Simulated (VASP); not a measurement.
# K (Im-3m): thermal expansion, part 2 of 5

Wanted: volume, bulk modulus and heat capacity of K against temperature. The start is a cell from a database of measured crystal structures.

VASP 6.6.1; PBEsol; plane waves and PAW (K_sv).

Still holding for the runs below: This run has no spin polarisation. Its electron count is odd, so without a moment it is a metal by construction. The k-mesh is coarse for a metal.

So far. Step 3 (Second relaxation): Little changed from the start: no atom moved by 0.005 Å and no cell edge by 0.1 %.

The database entry behind the starting cell lists a temperature near 5 K, so it need not match the best structure at ambient conditions.

### Step 4. Static energy at fixed volume, volume scale 1

Each volume needs its static energy, with shape and atoms relaxed at that volume.

The input, INCAR:

```
SYSTEM = K
PREC = Accurate
ENCUT = 400
EDIFF = 1E-08
NELM = 100
ISMEAR = 1
SIGMA = 0.15
LREAL = .FALSE.
ALGO = Normal
GGA = PS
NBANDS = 10
LORBIT = 11
LWAVE = .FALSE.
LCHARG = .FALSE.
KPAR = 12
IBRION = 2
NSW = 30
ISIF = 4
EDIFFG = -0.002
```

The input, POSCAR:

```
K
1.0
   -2.6049318953      2.6049318953      2.6049318953
    2.6049318953     -2.6049318953      2.6049318953
    2.6049318953      2.6049318953     -2.6049318953
K
1
Direct
    0.0000000000      0.0000000000      0.0000000000
```

The input, KPOINTS:

```
Automatic mesh
0
Gamma
9 9 9
0 0 0
```

The projector-augmented-wave data sets are K_sv (PBE family, release 64).

Command:

```bash
$ mpirun -np 12 vasp_std
```

Log:

```text
[... set-up lines as in an earlier step ...]
 entering main loop
       N       E                     dE             d eps       ncg     rms          rms(c)
[... 10 cycles as in an earlier step ...]
DAV:  11    -0.113655781561E+01    0.24400E-06   -0.10582E-07   848   0.296E-03    0.154E-04
DAV:  12    -0.113655780130E+01    0.14304E-07   -0.27973E-09   716   0.299E-04    0.633E-05
DAV:  13    -0.113655781957E+01   -0.18266E-07   -0.56131E-10   468   0.149E-04    0.505E-05
DAV:  14    -0.113655781368E+01    0.58888E-08   -0.20398E-10   424   0.840E-05
   1 F= -.11365578E+01 E0= -.11365615E+01  d E =-.113656E+01
 curvature:   0.00 expect dE= 0.000E+00 dE for cont linesearch  0.000E+00
 trial: gam= 0.00000 g(F)=  0.202E-61 g(S)=  0.315E-34 ort = 0.000E+00 (trialstep = 0.100E+01)
 search vector abs. value=  0.100E-09
 reached required accuracy - stopping structural energy minimisation
```

The job ended after 2.6 s (12 MPI ranks of Intel Xeon 6975P-C (Granite Rapids), shared host; peak memory 2 GiB; 23 s of CPU time).

From OUTCAR (step 4):

```text
The static configuration has the point symmetry O_h .

 Found     35 irreducible k-points:

   NELECT =       9.0000    total number of electrons

 E-fermi :  -0.0717

 k-point     3 :       0.2222    0.0000    0.0000
  band No.  band energies     occupation
      1     -32.0487      2.00000
      2     -15.5901      2.00000
      3     -15.5680      2.00000
      4     -15.5570      2.00000
      5      -1.6772      2.00000
      6       3.1357      0.00000
      7       3.6607      0.00000
      8       4.7598      0.00000
      9       4.9856      0.00000
     10       5.1397      0.00000

 k-point     5 :       0.4444    0.0000    0.0000
  band No.  band energies     occupation
      1     -32.0458      2.00000
      2     -15.6337      2.00000
      3     -15.5827      2.00000
      4     -15.5570      2.00000
      5      -0.0361      0.61098
      6       1.0379     -0.00000
      7       3.1195      0.00000
      8       4.9108      0.00000
      9       5.5839      0.00000
     10       6.1756      0.00000

  Total       -0.0017049     -0.0017049     -0.0017049     -0.0000000     -0.0000000      0.0000000
  in kB       -0.0386331     -0.0386331     -0.0386331     -0.0000000     -0.0000000      0.0000000
  external PRESSURE =      -0.0386331 kB  Pullay stress =       0.0000000 kB

  FREE ENERGIE OF THE ION-ELECTRON SYSTEM (eV)
  ---------------------------------------------------
  free  energy   TOTEN  =        -1.1365578137 eV

  energy  without entropy=       -1.1365688404  energy(sigma->0) =       -1.13656149

[... 15 parts as in an earlier step ...]

[... 1 further part left out ...]
```

CONTCAR:

```
K
   1.00000000000000
    -2.6049318953000000    2.6049318953000000    2.6049318953000000
     2.6049318953000000   -2.6049318953000000    2.6049318953000000
     2.6049318953000000    2.6049318953000000   -2.6049318953000000
  K
     1
Direct
     0.0000000000000000    0.0000000000000000    0.0000000000000000
```

Little changed from the start: no atom moved by 0.005 Å and no cell edge by 0.1 %.

Numbers from this step:

```
SCF cycles : 14
pressure   : -0.003863 GPa
```

### Step 5. Force constants in the supercell, volume scale 1

System of this step: K. It takes space group Im-3m (No. 229, cubic). The conventional cell has a = 5.210 Å, b = 5.210 Å, c = 5.210 Å, α = 90.00°, β = 90.00°, γ = 90.00°. Nearest to K lie 8 K at 4.51 Å.

Small displacements in a supercell give the force constants. They are interpolated to a mesh of wave vectors without the zone centre, which gives the lowest and highest frequency on that mesh and the vibrational free energy at this volume. The dipole term, which lifts longitudinal modes in polar crystals, is left out.

The input, INCAR:

```
SYSTEM = K
PREC = Accurate
ENCUT = 400
EDIFF = 1E-07
NELM = 100
ISMEAR = 1
SIGMA = 0.15
LREAL = .FALSE.
ALGO = Normal
GGA = PS
LWAVE = .FALSE.
LCHARG = .FALSE.
KPAR = 12
IBRION = 6
NSW = 1
NFREE = 2
POTIM = 0.015
ISIF = 0
ADDGRID = .TRUE.
```

The input, POSCAR:

```
K
1.0
   -7.8147956859      7.8147956859      7.8147956859
    7.8147956859     -7.8147956859      7.8147956859
    7.8147956859      7.8147956859     -7.8147956859
K
27
Direct
    0.0000000000      0.0000000000      0.0000000000
    0.0000000000      0.0000000000      0.3333333333
    0.0000000000      0.0000000000      0.6666666667
    0.0000000000      0.3333333333      0.0000000000
    0.0000000000      0.3333333333      0.3333333333
    0.0000000000      0.3333333333      0.6666666667
    0.0000000000      0.6666666667      0.0000000000
    0.0000000000      0.6666666667      0.3333333333
    0.0000000000      0.6666666667      0.6666666667
    0.3333333333      0.0000000000      0.0000000000
    0.3333333333      0.0000000000      0.3333333333
    0.3333333333      0.0000000000      0.6666666667
    0.3333333333      0.3333333333      0.0000000000
    0.3333333333      0.3333333333      0.3333333333
    0.3333333333      0.3333333333      0.6666666667
    0.3333333333      0.6666666667      0.0000000000
    0.3333333333      0.6666666667      0.3333333333
    0.3333333333      0.6666666667      0.6666666667
    0.6666666667      0.0000000000      0.0000000000
    0.6666666667      0.0000000000      0.3333333333
    0.6666666667      0.0000000000      0.6666666667
    0.6666666667      0.3333333333      0.0000000000
    0.6666666667      0.3333333333      0.3333333333
    0.6666666667      0.3333333333      0.6666666667
    0.6666666667      0.6666666667      0.0000000000
    0.6666666667      0.6666666667      0.3333333333
    0.6666666667      0.6666666667      0.6666666667
```

The input, KPOINTS:

```
Automatic mesh
0
Gamma
3 3 3
0 0 0
```

Command:

```bash
$ mpirun -np 12 vasp_std
```

Log:

```text
[banner, memory and clock lines left out]
running   12 mpi-ranks, on    1 nodes
 distrk:  each k-point on    1 cores,   12 groups
 distr:  one band on    1 cores,    1 groups

 POSCAR found type information on POSCAR K
 POSCAR found :  1 types and      27 ions
 [... a notice as in an earlier step ...]

|                                                                             |
|               ----> ADVICE to this user running VASP <----                  |
|                                                                             |
|     You have a (more or less) 'large supercell' and for larger cells it     |
|     might be more efficient to use real-space projection operators.         |
|     Therefore, try LREAL= Auto in the INCAR file.                           |
|     Mind: For very accurate calculation, you might also keep the            |
|     reciprocal projection scheme (i.e. LREAL=.FALSE.).                      |
|                                                                             |

 [... a notice as in an earlier step ...]

 LDA part: xc-table for (Slater+PW92), standard interpolation
 POSCAR, INCAR and KPOINTS ok, starting setup
 FFT: planning ... GRIDC
 FFT: planning ... GRID_SOFT
 FFT: planning ... GRID
 WAVECAR not read
 entering main loop
       N       E                     dE             d eps       ncg     rms          rms(c)
DAV:   1     0.168269870966E+04    0.16827E+04   -0.92604E+04  1352   0.111E+03
DAV:   2     0.123113425765E+03   -0.15596E+04   -0.15355E+04  1300   0.351E+02
DAV:   3    -0.190214129929E+02   -0.14213E+03   -0.14014E+03  1608   0.765E+01
DAV:   4    -0.299409068144E+02   -0.10919E+02   -0.10887E+02  1944   0.197E+01
DAV:   5    -0.307423108768E+02   -0.80140E+00   -0.80067E+00  1680   0.348E+00    0.107E+01
DAV:   6    -0.306980812084E+02    0.44230E-01   -0.24133E-01  1544   0.973E-01    0.691E+00
DAV:   7    -0.306877296486E+02    0.10352E-01   -0.19188E-01  1567   0.965E-01    0.516E-01
DAV:   8    -0.306878137458E+02   -0.84097E-04   -0.21736E-02  1560   0.398E-01    0.186E-01
DAV:   9    -0.306880551633E+02   -0.24142E-03   -0.68216E-04  1832   0.631E-02    0.763E-02
DAV:  10    -0.306882059351E+02   -0.15077E-03   -0.22933E-04  1336   0.380E-02    0.161E-02
DAV:  11    -0.306882126564E+02   -0.67213E-05   -0.95216E-06  1647   0.867E-03    0.179E-02
DAV:  12    -0.306882046275E+02    0.80289E-05   -0.35142E-06  1360   0.414E-03    0.257E-03
DAV:  13    -0.306882042066E+02    0.42091E-06   -0.16028E-07   880   0.809E-04    0.691E-04
DAV:  14    -0.306882043760E+02   -0.16941E-06   -0.44849E-08   712   0.529E-04    0.536E-04
DAV:  15    -0.306882042581E+02    0.11790E-06   -0.26320E-08   712   0.398E-04    0.468E-04
DAV:  16    -0.306882042626E+02   -0.44674E-08   -0.15000E-08   688   0.303E-04
   1 F= -.30688204E+02 E0= -.30688304E+02  d E =0.297721E-03
 Found     1 degrees of freedom:
 Finite differences POTIM= 0.01500 DOF=   1
 bond charge predicted
       N       E                     dE             d eps       ncg     rms          rms(c)
DAV:   1    -0.306870145588E+02    0.11897E-02   -0.59947E-01  1760   0.179E+00    0.114E-01
DAV:   2    -0.306881084161E+02   -0.10939E-02   -0.11965E-02  1874   0.294E-01    0.468E-02
DAV:   3    -0.306881627336E+02   -0.54318E-04   -0.79168E-04  2536   0.413E-02    0.337E-02
DAV:   4    -0.306881586838E+02    0.40499E-05   -0.80092E-06  2200   0.752E-03    0.246E-02
DAV:   5    -0.306881548877E+02    0.37960E-05   -0.10079E-05  1999   0.104E-02    0.100E-02
DAV:   6    -0.306881551012E+02   -0.21342E-06   -0.30073E-06  2456   0.338E-03    0.716E-03
DAV:   7    -0.306881551333E+02   -0.32160E-07   -0.17451E-07  1488   0.850E-04
   2 F= -.30688155E+02 E0= -.30688254E+02  d E =0.297980E-03
 Finite differences progress:
  Degree of freedom:   1/  1
  Displacement:        1/  2
  Total:               1/  2
 bond charge predicted
       N       E                     dE             d eps       ncg     rms          rms(c)
DAV:   1    -0.306845490820E+02    0.36060E-02   -0.18681E+00  1740   0.288E+00    0.181E-01
DAV:   2    -0.306880022698E+02   -0.34532E-02   -0.37208E-02  1816   0.504E-01    0.719E-02
DAV:   3    -0.306881722832E+02   -0.17001E-03   -0.22647E-03  2599   0.738E-02    0.530E-02
DAV:   4    -0.306881623938E+02    0.98893E-05   -0.29129E-05  2152   0.125E-02    0.370E-02
DAV:   5    -0.306881544496E+02    0.79442E-05   -0.24000E-05  2040   0.152E-02    0.152E-02
DAV:   6    -0.306881549945E+02   -0.54491E-06   -0.80066E-06  2656   0.577E-03    0.971E-03
DAV:   7    -0.306881550732E+02   -0.78759E-07   -0.54804E-07  2184   0.143E-03
   3 F= -.30688155E+02 E0= -.30688254E+02  d E =0.297986E-03
 Finite differences progress:
  Degree of freedom:   1/  1
  Displacement:        2/  2
  Total:               2/  2
```

The job ended after 13 min (12 MPI ranks; peak memory 33 GiB; 2.6 h of CPU time).

From OUTCAR (step 5):

```text
   k-points           NKPTS =      4   k-points in BZ     NKDIM =      4   number of bands    NBANDS=    145

   ENCUT  =  400.0 eV  29.40 Ry    5.42 a.u.  22.07 22.07 22.07*2*pi/ulx,y,z

   NELECT =     243.0000    total number of electrons

 E-fermi :  -0.0717

 k-point     1 :       0.0000    0.0000    0.0000
  band No.  band energies     occupation
    ...
    117      -0.9525      2.00000
    118      -0.9525      2.00000
    119      -0.9522      2.00000
    120      -0.9522      2.00000
    121      -0.9509      2.00000
    122       0.2118     -0.02244
    123       0.2122     -0.02228
    124       0.2122     -0.02228
    125       0.2122     -0.02228
    126       0.2122     -0.02228
    ...

 POSITION                                       TOTAL-FORCE (eV/Angst)
 -----------------------------------------------------------------------------------
     -0.01500      0.00000      0.00000         0.006517     -0.000000      0.000000
      2.60493      2.60493     -2.60493        -0.000750     -0.000814      0.000814
      5.20986      5.20986     -5.20986        -0.000756     -0.000827      0.000827
      2.60493     -2.60493      2.60493        -0.000750      0.000814     -0.000814
      5.20986      0.00000      0.00000        -0.000296     -0.000000      0.000000
      7.81480      2.60493     -2.60493        -0.000029     -0.000000      0.000000
      5.20986     -5.20986      5.20986        -0.000756      0.000827     -0.000827
      7.81480     -2.60493      2.60493        -0.000029      0.000000     -0.000000
     10.41973      0.00000      0.00000        -0.000321     -0.000000      0.000000
     -2.60493      2.60493      2.60493        -0.000756      0.000827      0.000827
      0.00000      5.20986      0.00000        -0.000036     -0.000001     -0.000000
      2.60493      7.81480     -2.60493         0.000048     -0.000000     -0.000040
      0.00000      0.00000      5.20986        -0.000036     -0.000000     -0.000001
      2.60493      2.60493      2.60493        -0.000750     -0.000814     -0.000814
      5.20986      5.20986     -0.00000         0.000049      0.000041      0.000000
      2.60493     -2.60493      7.81480         0.000048     -0.000040     -0.000000
      5.20986     -0.00000      5.20986         0.000049     -0.000000      0.000041
      7.81480      2.60493      2.60493        -0.000029     -0.000000     -0.000000
     -5.20986      5.20986      5.20986        -0.000750      0.000814      0.000814
     -2.60493      7.81480      2.60493         0.000049     -0.000000     -0.000041
      0.00000     10.41973      0.00000        -0.000036      0.000001      0.000000
     -2.60493      2.60493      7.81480         0.000049     -0.000041      0.000000
     -0.00000      5.20986      5.20986        -0.000029      0.000000      0.000000
      2.60493      7.81480      2.60493         0.000048     -0.000000      0.000040
[...]
-----------------------------------------------------------------------------------
    total drift:                                0.000014      0.000001      0.000001

  FREE ENERGIE OF THE ION-ELECTRON SYSTEM (eV)
  ---------------------------------------------------
  free  energy   TOTEN  =       -30.6881550732 eV

  energy  without entropy=      -30.6884530590  energy(sigma->0) =      -30.68825440

 Eigenvectors and eigenvalues of the dynamical matrix
 ----------------------------------------------------

   1 f  =    2.079256 THz    13.064354 2PiTHz   69.356530 cm-1     8.599110 meV
             X         Y         Z           dx          dy          dz
      0.000000  0.000000  0.000000    -0.224750   -0.188923    0.050719
      2.604932  2.604932 -2.604932    -0.064971    0.006313   -0.128618
      5.209864  5.209864 -5.209864    -0.003457    0.187339   -0.210550
      2.604932 -2.604932  2.604932    -0.004758    0.025695    0.135038
      5.209864  0.000000  0.000000     0.089392    0.098229   -0.088020
[...]
2.604932  2.604932 -2.604932     0.099769    0.032573    0.072662
      5.209864  5.209864 -5.209864    -0.047818   -0.159483   -0.189497
      2.604932 -2.604932  2.604932     0.019040    0.020354    0.039770
      5.209864  0.000000  0.000000    -0.075303   -0.109080   -0.213009
      7.814796  2.604932 -2.604932    -0.116038   -0.044599   -0.132387
      5.209864 -5.209864  5.209864     0.016270    0.012026    0.059725
      7.814796 -2.604932  2.604932     0.028778    0.139129    0.149727
     10.419728  0.000000  0.000000     0.147454    0.058528    0.192733
     -2.604932  2.604932  2.604932    -0.060865    0.007512   -0.100887
      0.000000  5.209864  0.000000     0.132991   -0.085837   -0.120312
      2.604932  7.814796 -2.604932    -0.244427   -0.054999   -0.084427
      0.000000  0.000000  5.209864     0.277806    0.097891    0.161802
      2.604932  2.604932  2.604932    -0.116013   -0.016824    0.068535
      5.209864  5.209864 -0.000000     0.030708    0.128617    0.171847
      2.604932 -2.604932  7.814796    -0.163699   -0.042779   -0.051535
      5.209864 -0.000000  5.209864    -0.033379   -0.042892   -0.077375
      7.814796  2.604932  2.604932     0.176878    0.009313    0.032352
     -5.209864  5.209864  5.209864     0.144659    0.022426    0.011765
     -2.604932  7.814796  2.604932     0.108682    0.151971    0.290384
      0.000000 10.419728  0.000000    -0.060840    0.035286    0.100035
     -2.604932  2.604932  7.814796     0.044595   -0.019537    0.041162
     -0.000000  5.209864  5.209864    -0.161768   -0.053292   -0.029415
      2.604932  7.814796  2.604932     0.096973   -0.003529   -0.108305
      0.000000  0.000000 10.419728    -0.205656   -0.148442   -0.182079
      2.604932  2.604932  7.814796     0.016245   -0.015749   -0.141197
      5.209864  5.209864  5.209864     0.017110    0.030866    0.017650

   4 f  =    2.079256 THz    13.064354 2PiTHz   69.356530 cm-1     8.599110 meV
             X         Y         Z           dx          dy          dz
      0.000000  0.000000  0.000000    -0.032342   -0.045011    0.023407
      2.604932  2.604932 -2.604932     0.163212    0.168640   -0.009257
      5.209864  5.209864 -5.209864    -0.138242    0.082556    0.184663
      2.604932 -2.604932  2.604932     0.120850   -0.002453   -0.203433
      5.209864  0.000000  0.000000    -0.075238    0.028383    0.002042
      7.814796  2.604932 -2.604932    -0.151152   -0.105315    0.016467
      5.209864 -5.209864  5.209864    -0.012061   -0.063325   -0.007210
      7.814796 -2.604932  2.604932     0.017392   -0.080103    0.018770
     10.419728  0.000000  0.000000     0.107580    0.016627   -0.025449
     -2.604932  2.604932  2.604932     0.018122    0.013289   -0.189376
      0.000000  5.209864  0.000000    -0.115173    0.151677   -0.051769
      2.604932  7.814796 -2.604932    -0.008489   -0.244351    0.056221
      0.000000  0.000000  5.209864     0.053370    0.176889   -0.049466
      2.604932  2.604932  2.604932    -0.021759   -0.225270    0.234205
      5.209864  5.209864 -0.000000     0.081300   -0.078420   -0.198628
      2.604932 -2.604932  7.814796     0.033873   -0.073258    0.250397
      5.209864 -0.000000  5.209864    -0.044882    0.067462   -0.006754
      7.814796  2.604932  2.604932     0.003636    0.211981   -0.044829
     -5.209864  5.209864  5.209864    -0.154723    0.075711   -0.046964
     -2.604932  7.814796  2.604932     0.120120   -0.095845    0.004712
      0.000000 10.419728  0.000000     0.147515   -0.106667    0.028362
     -2.604932  2.604932  7.814796    -0.006062    0.050036    0.196586
     -0.000000  5.209864  5.209864     0.097781   -0.071575    0.032999
      2.604932  7.814796  2.604932    -0.099092    0.227724   -0.030772
    [... 2310 further lines ...]
      0.000000  0.000000 10.419728    -0.082355   -0.173938   -0.000505
      2.604932  2.604932  7.814796    -0.082355   -0.173938   -0.000505
      5.209864  5.209864  5.209864    -0.082355   -0.173938   -0.000505

 ELASTIC MODULI CONTR FROM IONIC RELAXATION (kBar)
 Direction    XX          YY          ZZ          XY          YZ          ZX
 --------------------------------------------------------------------------------
 XX           0.0000      0.0000      0.0000      0.0000      0.0000      0.0000
 YY           0.0000      0.0000      0.0000      0.0000      0.0000      0.0000
 ZZ           0.0000      0.0000      0.0000      0.0000      0.0000      0.0000
 XY           0.0000      0.0000      0.0000      0.0000      0.0000      0.0000
 YZ           0.0000      0.0000      0.0000      0.0000      0.0000      0.0000
 ZX           0.0000      0.0000      0.0000      0.0000      0.0000      0.0000
 --------------------------------------------------------------------------------

[... 1 part as in an earlier step ...]

[... 13 further parts left out ...]
```

The last energy, forces, stress and levels in OUTCAR belong to the last displaced cell, not to the cell of POSCAR.

This step gave:

| Quantity | Value |
| --- | --- |
| electrons | 243 |
| bands | 145 |
| irreducible k-points | 4 |
| lowest frequency | 6.549 cm⁻¹ |
| highest frequency | 80.01 cm⁻¹ |
| zero point energy | 9.690 meV/atom |
| free energy 300 | -113.5 meV/atom |

Vibrational free energy against temperature:

| temperature (K) | vibrational free energy (meV/atom) |
| --- | --- |
| 0 | 9.69 |
| 40 | 7.30 |
| 80 | -2.16 |
| 120 | -16.5 |
| 160 | -34.2 |
| 200 | -54.5 |
| 240 | -76.9 |
| 280 | -101 |
| 320 | -126 |

[end of part 2 of 5]

[Lines on the potential files, build, host, timing and source positions are cut from VASP's logs without a mark.]

[Logs are printed without paths, hosts, clocks, repeated set-up lines and the standing remarks that a program may print on its own settings, such as how far it seeks lower states.]

[Hosts, paths, dates, database ids (printed as entryN), source tags and the programs' standing remarks are cut or masked in the printed files.]

[In band tables of VASP the shares of atoms and orbitals are scaled to a sum of 1 inside the atoms' spheres.]
